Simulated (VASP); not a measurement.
The input files of a VASP run:

POSCAR:
```
Bi
1
    3.7107895471    -2.1292395208    -0.0625059594
    3.7107895471     2.1292395208    -0.0625059594
    2.5479854298     0.0000000000     3.4373388164
Bi
2
Direct
  0.2447977114   0.2447977114   0.2447977119
  0.7552022886   0.7552022886   0.7552022881
```

INCAR:
```
# general
SYSTEM =Bi
PREC   =Accurate
ENCUT  =500   # plane-wave cut-off (eV)
LREAL  =.FALSE.
LASPH  =.TRUE.

# electronic loop
EDIFF  =1E-6
NELM   =100   # most electronic steps
ALGO   =Normal
LMAXMIX=4   # l cut-off of mixed one-centre charges
LMIXTAU=.TRUE.

# smearing
ISMEAR =0   # Gaussian
SIGMA  =0.05   # width (eV)

# functional
METAGGA=R2SCAN

# ions
IBRION =2
NSW    =40
ISIF   =3
EDIFFG =-0.02
PSTRESS=200   # kbar

# output
LWAVE  =.FALSE.
LCHARG =.FALSE.
```

### KPOINTS
```
Automatic mesh
0
Gamma
8 8 8
0 0 0
```

POTCAR, in this order: Bi_d (PBE.64 set). Program: vasp_std.

Question: Write an equivalent input for Ansatz.

Answer: One equivalent input (not run):
Ansatz 0.2 input:
```yaml
crystal:
  lattice:
    - [3.7107895, -2.1292395, -0.0625060]
    - [3.7107895, 2.1292395, -0.0625060]
    - [2.5479854, 0.0000000, 3.4373388]
  atoms:
    - { symbol: Bi, position: [0.2447977, 0.2447977, 0.2447977] }
    - { symbol: Bi, position: [0.7552023, 0.7552023, 0.7552023] }
kpoints:
  mp_grid: { grid: [8, 8, 8] }
hamiltonian:
  xc: r2scan
  pseudopotentials: { kind: paw }
scf:
  occupations: { method: gaussian, width: 0.05 }
  max_iter: 100
relax:
  max_steps: 40
  f_tol: 0.02
  cell: { p_target: 20 }
output: { forces: true, stress: true, eigenvalues: true }
```
What does not carry over: each code has its own PAW files, so the cut-off isn't converted (ENCUT is set for VASP's; basis.ecutwfc is left out, and Ansatz then takes the one that its files recommend); Ansatz stops its SCF on the density residual and VASP on the energy change (EDIFF).

The compound is Bi in the a7 structure. This run relaxes it under an external pressure of 20 GPa. Symmetry was kept, so distortions that lower it aren't found.
